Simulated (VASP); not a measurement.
VASP ran on this input.

INCAR:
```
ALGO = Normal
EDIFF = 1E-6
EDIFFG = -0.02
ENCUT = 500
IBRION = 2
ISIF = 3
ISMEAR = 1
LASPH = .TRUE.
LCHARG = .FALSE.
LREAL = .FALSE.
LWAVE = .FALSE.
NELM = 100
NSW = 40
PREC = Accurate
SIGMA = 0.1
SYSTEM = Al
```

KPOINTS:
```
K-points
0
Gamma
 16 16 16
0 0 0
```

POSCAR:
```
Al
1
    0.0000000000     1.9901423089     1.9901423089
    1.9901423089     0.0000000000     1.9901423089
    1.9901423089     1.9901423089     0.0000000000
Al
1
Direct
  0.0000000000   0.0000000000   0.0000000000
```

POTCAR, in this order: Al (LDA.64 set). Program: vasp_std.

### Question
Translate this LDA calculation to Quantum ESPRESSO's pw.x.

### Answer
One equivalent input (not run):
```
&CONTROL
  calculation = 'vc-relax'
  pseudo_dir = './pseudo'
  outdir = './out'
  tprnfor = .true.
  tstress = .true.
  nstep = 40
  forc_conv_thr = 0.00078
/
&SYSTEM
  ibrav = 0
  nat = 1
  ntyp = 1
  ecutwfc = 44
  occupations = 'smearing'
  smearing = 'methfessel-paxton'
  degauss = 0.00735
  input_dft = 'pz'
/
&ELECTRONS
  conv_thr = 7.3e-08
  electron_maxstep = 100
/
&IONS
/
&CELL
/
ATOMIC_SPECIES
  Al 26.982 Al.upf
CELL_PARAMETERS angstrom
     0.0000000    1.9901423    1.9901423
     1.9901423    0.0000000    1.9901423
     1.9901423    1.9901423    0.0000000
ATOMIC_POSITIONS crystal
  Al   0.0000000  0.0000000  0.0000000
K_POINTS automatic
  16 16 16 0 0 0
```
Limits of the translation: the potentials are each code's own (VASP's PAW set, PseudoDojo norm-conserving files in pw.x), so ENCUT and ecutwfc are chosen apart and not converted; conv_thr bounds pw.x's estimated SCF error, while EDIFF bounds the energy change between steps; forc_conv_thr acts on force components and is met together with etot_conv_thr.

The compound is Al in the fcc structure. This run relaxes it. Symmetry was kept, so distortions that lower it aren't found.
